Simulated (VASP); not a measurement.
TaF3: single point with r2SCAN

Crystal: TaF3.

```
Ta F
1.0
     3.90120    0.00000    0.00000
     0.00000    3.90120    0.00000
     0.00000    0.00000    3.90120
Ta F
1 3
Direct
  0.00000 0.00000 0.00000
  0.50000 0.00000 0.00000
  0.00000 0.50000 0.00000
  0.00000 0.00000 0.50000
```

```json
{
  "Program": "VASP 6.6.1",
  "Task": "single point",
  "Functional": "r2SCAN",
  "Potentials or basis": "VASP PAW PBE potentials, release 64 (Ta_pv, F)",
  "Cutoff": "520 eV",
  "k mesh": "6 × 6 × 6",
  "Occupations": "fermi-dirac, width 0.1 eV",
  "Spin": "no spin polarisation",
  "Dipole correction": "no",
  "Further INCAR settings": "ALGO = Normal; EDIFF = 1e-06; NBANDS = 24"
}
```

* Pressure: 23.2 GPa
* Band gap on the k mesh: none (metal or under the smearing width)

Levels at points of the mesh, in eV from the Fermi level:
```tsv
k point	band 13	band 14	band 15	band 16	band 17	band 18	band 19	band 20
(0.00, 0.00, 0.00)	-9.82	-9.82	-9.82	-1.27	-1.27	-1.27	-0.54	2.80
(0.50, 0.00, 0.00)	-10.01	-9.83	-9.83	-1.18	0.34	0.34	2.21	2.49
(0.50, 0.50, 0.00)	-10.25	-10.25	-9.21	0.44	0.44	1.46	3.58	4.51
(0.50, 0.50, 0.50)	-9.20	-9.20	-9.20	1.76	1.76	1.76	3.36	7.77
```

Run time: 91 s on 1 thread of Intel(R) Xeon(R) 6975P-C (Granite Rapids), on a shared host, peak memory 0.18 GiB.

Caveat: so large a pressure means that the cell lies far from this level's equilibrium, or that cutoff or potentials fall short; the potentials were made for another functional, which shifts forces and pressure. The run has no spin-orbit coupling, so splittings on Ta are missing.
